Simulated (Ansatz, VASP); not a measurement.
# Cross-check of Pt between VASP and Ansatz

Aim: how closely do two programs agree when they are given the same cell, functional and k mesh? The cell is taken from a series of runs on this material, whose earlier steps may have relaxed, scaled, displaced or heated it; both programs get it as it stands.

Main program and level: Ansatz 0.2.0; plane waves, with VASP 6.6.1 beside it; elastic constants at LDA.

### 1. Set-up

Symmetry: Fm-3m, No. 225, cubic system. Conventional cell: a = 3.897 Å, b = 3.897 Å, c = 3.897 Å, α = 90.00°, β = 90.00°, γ = 90.00°. Pt has 12 Pt at 2.76 Å nearest.

### 2. Ansatz: elastic constants, LDA

Ansatz runs on its default PAW (the set named soft_2) files.

Elastic constants are differences of stresses under small strains, so they test the stress and the mesh.

input.yaml

```yaml
crystal:
  lattice:
    - [0.0, 1.9485981392, 1.9485981392]
    - [1.9485981392, 0.0, 1.9485981392]
    - [1.9485981392, 1.9485981392, 0.0]
  atoms:
    - { symbol: Pt, position: [0.0, 0.0, 0.0] }
kpoints:
  mp_grid: { grid: [22, 22, 22] }
hamiltonian:
  xc: lda
scf:
  occupations: { method: fermi_dirac, width: 0.15 }
output:
  forces: true
  stress: true
  eigenvalues: true
elastic:
  mode: relaxed_ion
  amplitude: 0.01
```

Run with:

```bash
> ansatz run input.yaml --threads 4 --pin off --max-ram 14336MiB --backend cpu --events-out ev --progress --plain --runs-dir out
```

Numbers of over 12 decimals in the logs are rounded to 6 here.

The program printed:

```text
Engine: ansatz 0.2.0, aarch64-unknown-linux-gnu
Pseudopotentials: kind: paw
Pseudopotential: Pt, paw, valence charge 18, recommended cutoff 420 eV (normal), Pt.paw.azcp
Functional definition: SPW92
  exchange = slater_x
  correlation = pw_c
Crystal: 1 atoms, lattice volume = 14.798 Å³
Basis set: ecut = 420 eV, 283 PW (Γ)
Bands: 13, of which v1, the nominal top of the filled ones, is band 9 counted from 1 (8 counted from 0)
Symmetry: 48 space group operations
Space group: Fm-3m (ITA 225), of the structure as read, at distance tolerance 2.5e-5 Å
k-points: 328 of 10648
Non-local potential: Pt, projectors of the file, l = 0: 3, l = 1: 2, l = 2: 2, l = 3: 1
PAW form: soft (Blöchl's): semilocal exchange-correlation on the pseudo side does not see the compensation charge
PAW frozen core: Pt, regenerated for the run's functional, and the local potential with it (the file was generated under x = pbe(κ = 0.804, μ = 0.219515), c = pbe(β = 0.066725))
PAW one-centre angular grid: Pt, 590 points (default); XC on 64 Gauss nodes
Initial density: superposition of atomic densities (neutral atoms: chi_scale 0, normalization atom), corrected by the library's trained network
Initial wavefunctions: pseudopotential atomic-orbital guess
Functional: x = slater, c = lda
SCF iter   1: F=—  HF=-12245.049022 eV  |F-HF|=—  |Δ(HF+E_count)|=         —  Δρ=6.54e-3  dr2=2.49e-3  ethr=1.77e-3  ⟨swp⟩=5.0  Hψ=23102  notcnv=0
preconditioner: auto → none  [metal: Δε(μ)=0.009 eV  Ē_g=14.471 eV  σ=0.150 eV  W_gap=0.01  n_scr=8 (ndim 8)  ℏωp=30.5 eV  f_vac=0.000  D(μ)=1.50/eV (n_scr^D=14)  sad-step TF]
SCF iter   2: F=—  HF=-12245.048183 eV  |F-HF|=—  |Δ(HF+E_count)|=   8.40e-4  Δρ=3.34e-3  dr2=5.38e-4  ethr=1.38e-5  ⟨swp⟩=1.4  Hψ=7322  notcnv=0
SCF iter   3: F=—  HF=-12245.048066 eV  |F-HF|=—  |Δ(HF+E_count)|=   1.17e-4  Δρ=2.29e-4  dr2=1.44e-6  ethr=2.99e-6  ⟨swp⟩=2.4  Hψ=5952  notcnv=0
SCF iter   4: F=—  HF=-12245.048067 eV  |F-HF|=—  |Δ(HF+E_count)|=   9.45e-7  Δρ=2.89e-5  dr2=3.69e-8  ethr=8.01e-9  ⟨swp⟩=2.4  Hψ=7130  notcnv=0
SCF iter   5: F=—  HF=-12245.048067 eV  |F-HF|=—  |Δ(HF+E_count)|=   9.93e-8  Δρ=3.12e-6  dr2=4.39e-10  ethr=2.05e-10  ⟨swp⟩=2.6  Hψ=6789  notcnv=0
SCF iter   6: F=—  HF=-12245.048067 eV  |F-HF|=—  |Δ(HF+E_count)|=  1.73e-10  Δρ=5.68e-7  dr2=3.42e-11  ethr=2.44e-12  ⟨swp⟩=2.4  Hψ=7324  notcnv=0
SCF iter   7: F=—  HF=-12245.048067 eV  |F-HF|=—  |Δ(HF+E_count)|=  1.09e-11  Δρ=1.15e-7  dr2=3.50e-13  ethr=1.90e-13 (applied; sched 1.00e-12)  ⟨swp⟩=2.2  Hψ=6086  notcnv=0
SCF iter   8: F=-12245.048067 eV  HF=-12245.048067 eV  |F-HF|=9.09e-12  |Δ(HF+E_count)|=  3.64e-12  Δρ=9.95e-9  dr2=4.36e-15  ethr=1.00e-12  ⟨swp⟩=4.0  Hψ=12987  notcnv=0
SCF 1 converged in 8 iterations: F = -12245.048067 eV  dr2 = 4.36e-15
  greatest PAW one-centre occupation: 1.000 electrons in one spin orbital (limit 2), on the Pt atom at site 0 (counted from 0), in its partial waves of l = 0
Crystal: 1 atoms, lattice volume = 14.502 Å³
Symmetry: 16 space group operations
k-points: 834 of 10648
Initial density: handed on by an earlier stage of this run
Initial wavefunctions: those handed on with the density
iter 1 solved again at ethr=3.80e-6 eV; its pass at ethr=3.10e-3 eV (dr2=6.83e-4 eV) is discarded
SCF iter   1: F=—  HF=-12245.040950 eV  |F-HF|=—  |Δ(HF+E_count)|=         —  Δρ=3.74e-3  dr2=4.82e-4  ethr=3.80e-6  ⟨swp⟩=2.0  Hψ=78595  notcnv=0
preconditioner: auto → none  [metal: Δε(μ)=0.004 eV  Ē_g=14.700 eV  σ=0.150 eV  W_gap=0.01  n_scr=8 (ndim 8)  ℏωp=30.8 eV  f_vac=0.000  D(μ)=1.46/eV (n_scr^D=14)]
[...]
SCF 2 converged in 7 iterations: F = -12245.040796 eV  dr2 = 9.24e-14
Crystal: 1 atoms, lattice volume = 15.094 Å³
Basis set: ecut = 420 eV, 291 PW (Γ)
[...]
SCF 5 converged in 4 iterations: F = -12245.046290 eV  dr2 = 2.98e-14
Crystal: 1 atoms, lattice volume = 14.796 Å³
Symmetry: 8 space group operations
k-points: 1530 of 10648
[...]
preconditioner: auto → none  [metal: Δε(μ)=0.002 eV  Ē_g=14.482 eV  σ=0.150 eV  W_gap=0.00  n_scr=8 (ndim 8)  ℏωp=30.5 eV  f_vac=0.000  D(μ)=1.49/eV (n_scr^D=14)]
[...]
SCF 6 converged in 8 iterations: F = -12245.046246 eV  dr2 = 2.39e-14
[...]
preconditioner: auto → none  [metal: Δε(μ)=0.003 eV  Ē_g=14.485 eV  σ=0.150 eV  W_gap=0.00  n_scr=8 (ndim 8)  ℏωp=30.5 eV  f_vac=0.000  D(μ)=1.49/eV (n_scr^D=14)]
[...]
SCF iter   6: F=—  HF=-12245.046246 eV  |F-HF|=—  |Δ(HF+E_count)|=  1.09e-11  Δρ=6.15e-8  dr2=1.61e-13  ethr=4.81e-14 (applied; sched 1.00e-12)  ⟨swp⟩=2.0  Hψ=33486  notcnv=0
SCF iter   7: F=-12245.046246 eV  HF=-12245.046246 eV  |F-HF|=3.64e-12  |Δ(HF+E_count)|=  7.28e-12  Δρ=8.69e-9  dr2=3.43e-15  ethr=1.00e-12  ⟨swp⟩=3.7  Hψ=56910  notcnv=0
SCF 7 converged in 7 iterations: F = -12245.046246 eV  dr2 = 3.43e-15
Crystal: 1 atoms, lattice volume = 14.797 Å³
SCF iter   1: F=—  HF=-12245.047612 eV  |F-HF|=—  |Δ(HF+E_count)|=         —  Δρ=4.98e-5  dr2=8.15e-9  ethr=1.00e-12  ⟨swp⟩=8.7  Hψ=161012  notcnv=0
preconditioner: auto → none  [metal: Δε(μ)=0.002 eV  Ē_g=14.483 eV  σ=0.150 eV  W_gap=0.00  n_scr=8 (ndim 8)  ℏωp=30.5 eV  f_vac=0.000  D(μ)=1.49/eV (n_scr^D=14)]
SCF iter   2: F=—  HF=-12245.047612 eV  |F-HF|=—  |Δ(HF+E_count)|=   1.14e-7  Δρ=2.48e-5  dr2=1.92e-9  ethr=1.00e-12  ⟨swp⟩=2.7  Hψ=47019  notcnv=0
SCF iter   3: F=—  HF=-12245.047612 eV  |F-HF|=—  |Δ(HF+E_count)|=   3.80e-8  Δρ=8.91e-7  dr2=1.67e-11  ethr=1.00e-12  ⟨swp⟩=1.0  Hψ=19890  notcnv=0
SCF iter   4: F=-12245.047612 eV  HF=-12245.047612 eV  |F-HF|=0.00e0  |Δ(HF+E_count)|=  3.64e-11  Δρ=3.72e-8  dr2=3.38e-14  ethr=1.00e-12  ⟨swp⟩=3.0  Hψ=86413  notcnv=0
SCF 8 converged in 4 iterations: F = -12245.047612 eV  dr2 = 3.38e-14
SCF iter   1: F=—  HF=-12245.047612 eV  |F-HF|=—  |Δ(HF+E_count)|=         —  Δρ=4.98e-5  dr2=8.15e-9  ethr=1.00e-12  ⟨swp⟩=8.8  Hψ=162128  notcnv=0
SCF iter   2: F=—  HF=-12245.047612 eV  |F-HF|=—  |Δ(HF+E_count)|=   1.14e-7  Δρ=2.48e-5  dr2=1.92e-9  ethr=1.00e-12  ⟨swp⟩=2.8  Hψ=47013  notcnv=0
SCF iter   3: F=—  HF=-12245.047612 eV  |F-HF|=—  |Δ(HF+E_count)|=   3.80e-8  Δρ=8.92e-7  dr2=1.67e-11  ethr=1.00e-12  ⟨swp⟩=1.0  Hψ=19890  notcnv=0
SCF iter   4: F=-12245.047612 eV  HF=-12245.047612 eV  |F-HF|=5.46e-12  |Δ(HF+E_count)|=  2.55e-11  Δρ=3.68e-8  dr2=2.98e-14  ethr=1.00e-12  ⟨swp⟩=3.0  Hψ=86396  notcnv=0
SCF 9 converged in 4 iterations: F = -12245.047612 eV  dr2 = 2.98e-14
SCF converged after 8 iterations
Free energy (F): -12245.048067 eV
Harris-Foulkes:  -12245.048067 eV  (|F-HF|=9.09e-12)
Internal energy: -12244.942027 eV  (E = F + TS)
E sigma→0 (E₀):  -12244.995047 eV
Entropy (-TS):   -0.106039 eV (-106.039 meV/atom)
Fermi energy:    23.657891 eV
--- Per-component energies (eV) ---
  E_band       = -126.313065
  E_kinetic    = 639.246341
  E_local      = -1443.090911  (includes V_loc(G=0)·N_el)
  E_nonlocal   = 206.898388
  E_hartree    = 534.433270
  E_xc         = -260.853829
  E_vxc        = -303.345676  (∫ρ·V_xc dr)
  E_paw        = -9177.681023  (= ΣΔE_a)
  E_vpaw       = -294.887907  (= ΣTr[D̂ρ^β])
  E_aug_tail   = 0.000161  (compensation charges beyond the density's cutoff)
  E_ewald      = -2744.358293
  E_core_change = 0.463869  (= ΣΔE_core)
  E_smearing   = -0.106039  (= −TS)
  E_closure    = -0.000000  (closes the sum)
  Σ components = -12245.048067   (vs F -12245.048067, Δ=0.00e0)
--- Forces (eV/Å), atoms counted from 1 ---
  atom   1  Pt    -0.00000000    -0.00000000    -0.00000000
  max |Σ_I F_I| component: 8.63e-32 eV/Å
--- Stress (GPa, compression-positive) ---
       -0.009582       0.000000      -0.000000
       -0.000000      -0.009582       0.000000
       -0.000000      -0.000000      -0.009582
  P = ⅓ Tr σ = -0.0096 GPa (-0.096 kbar)
--- Band table (eV; the first three rows and the last of 328) ---
  k-point 0: bands = [... 5 lower, 19.6936, 19.6936, 19.6936, 21.9519, 21.9519, 38.2195, 43.2068, 43.2068]
  k-point 1: bands = [... 5 lower, 19.6542, 19.7285, 19.7285, 21.9316, 21.9316, 38.3544, 42.7472, 43.3381]
  k-point 2: bands = [... 5 lower, 19.5477, 19.8247, 19.8247, 21.8818, 21.8818, 38.7358, 41.7026, 43.7242]
  k-point 327: bands = [... 5 lower, 18.5465, 19.3017, 21.6071, 24.1536, 30.7989, 31.3977, 32.5227, 35.8609]
--- Elastic constants: 2 strain directions × 4 members + reference (group order 48) ---
  dense FFT box of the reference and of every strained cell: 20×20×20
  strains applied: 11, 23; error gains: componentwise 1.00 (the most a stress slope's error grows in a printed constant), spectral 1.73 (1 for all six strains in a standard setting)
  C = ∂σ_k/∂η_j (tension-positive GPa; Voigt order 11 22 33 23 13 12):
       378.736    265.405    265.405      0.000     -0.000      0.000
       265.405    378.736    265.405     -0.000      0.000      0.000
       265.405    265.405    378.736      0.000     -0.000      0.000
        -0.000      0.000      0.000     98.208      0.000     -0.000
         0.000      0.000     -0.000      0.000     98.208      0.000
        -0.000      0.000     -0.000     -0.000     -0.000     98.208
  reference stress σ⁰ (GPa):      0.010      0.010      0.010      0.000      0.000      0.000
  C* (energy form; C + prestress term) asymmetry max|C*_kj − C*_jk| = 5.684e-14 GPa — a small one proves nothing (zero by symmetry where the batch's group is 432, −43m or m−3m); a large one is finite-difference/SCF noise where every solve meets its electron count
  moduli (Voigt/Reuss/Hill, GPa): K = 303.18/303.18/303.18   G = 81.59/75.94/78.77   E = 217.46   ν = 0.380
  mechanically stable: yes (min eigenvalue of sym C = 98.21 GPa)
  strain η (Voigt 11):  stress-route row diagonal C_11 = 378.74 GPa, energy-path curvature d²(F+E_count+ΔE)/dδ²/Ω₀ = 378.74 GPa
    cells at ±δ against ±2δ: C21 265.65 and 266.40 GPa, apart by 0.20 % of the column's largest entry
         δ    σ_11 (GPa)             F (eV)   n_scf  n_hpsi   n_pw
    -2.000e-2      -8.0422      -12245.0407958       7  212151    298   relax 0 steps, max|allowed force component| 0.00e0 eV/Å
    -1.000e-2      -3.8961      -12245.0462899       4  185297    302   relax 0 steps, max|allowed force component| 0.00e0 eV/Å
     1.000e-2       3.6805      -12245.0463444       4  191913    303   relax 0 steps, max|allowed force component| 0.00e0 eV/Å
     2.000e-2       7.1226      -12245.0413378       7  187105    307   relax 0 steps, max|allowed force component| 0.00e0 eV/Å
  strain η (Voigt 23):  stress-route row diagonal C_44 = 98.21 GPa, energy-path curvature d²(F+E_count+ΔE)/dδ²/Ω₀ = 98.21 GPa
    cells at ±δ against ±2δ: C44 98.35 and 98.77 GPa, apart by 0.43 % of the column's largest entry
         δ    σ_23 (GPa)             F (eV)   n_scf  n_hpsi   n_pw
    -2.000e-2      -1.9754      -12245.0462461       8  382682    302   relax 0 steps, max|allowed force component| 0.00e0 eV/Å
    -1.000e-2      -0.9835      -12245.0476122       4  333795    302   relax 0 steps, max|allowed force component| 0.00e0 eV/Å
     1.000e-2       0.9835      -12245.0476122       4  332704    302   relax 0 steps, max|allowed force component| 0.00e0 eV/Å
     2.000e-2       1.9754      -12245.0462461       7  348368    302   relax 0 steps, max|allowed force component| 0.00e0 eV/Å
```

[end of part 1 of 2]

[Lines on the potential files, build, host, timing and source positions are cut from VASP's logs without a mark.]

[Logs are printed without paths, hosts, clocks, repeated set-up lines and the standing remarks that a program may print on its own settings, such as how far it seeks lower states.]

[Hosts, paths, dates, database ids (printed as entryN), source tags and the programs' standing remarks are cut or masked in the printed files.]
